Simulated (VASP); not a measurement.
Runs of VASP 6.6.1 on TeRu. Symmetry: P-6m2, No. 187, hexagonal system. The conventional cell has a = 3.795 Å, b = 3.795 Å, c = 3.704 Å, α = 90.00°, β = 90.00°, γ = 120.00°. Around Ru (site symmetry -6m2) lie 6 Te at 2.87 Å. Around Te (site symmetry -6m2) lie 6 Ru at 2.87 Å. The cell comes from a database or a generator and needn't be the stable form of this composition.

```csv
spin,U,fixed moment (μB),further INCAR settings,gap on the mesh (eV),pressure (GPa),moment (μB)
"collinear, ferromagnetic start",Ru d U = 2 eV,4,ALGO = Fast; EDIFF = 1e-06,-,0.3,4.00
"collinear, random start",Ru d U = 8 eV,-,ALGO = Fast; EDIFF = 1e-07,none,(b),3.18
off,Ru d U = 2 eV,-,ALGO = Normal; EDIFF = 1e-07,none,-20.2,-
"collinear, random start",Ru d U = 2 eV,-,ALGO = Fast; EDIFF = 1e-06; NBANDS = 21,none,-20.2,0.00
"collinear, zero start",Ru d U = 8 eV,-,ALGO = Normal; EDIFF = 1e-06,none,-9.2,0.09
"collinear, ferromagnetic start",Ru d U = 8 eV,-,ALGO = Normal; EDIFF = 1e-06,none,-1.8,(a)
"collinear, ferromagnetic start",Ru d U = 8 eV,4,ALGO = Normal; EDIFF = 1e-06,-,4.3,4.00
```

Alike in all rows: task single point; level LDA+U; potentials or basis VASP PAW LDA potentials, release 64 (Ru_pv, Te); cell as given; k mesh 6 × 6 × 5; cutoff (eV) 520; smearing gaussian 0.05 eV.

Q: Fill in the values left out.

A: (a) 2.28; (b) 3.9.

Caveats: the U is typed as a test and isn't derived for this compound; the moment is held away from its start (some runs); the total moment is fixed, so each spin has its own Fermi level (some runs); U without spin polarisation on a metal has little footing (some runs).

A k mesh can miss the band edges, and the runs leave out spin-orbit coupling on Ru, Te.

A gap of «none» marks a metal or a gap under the smearing width.
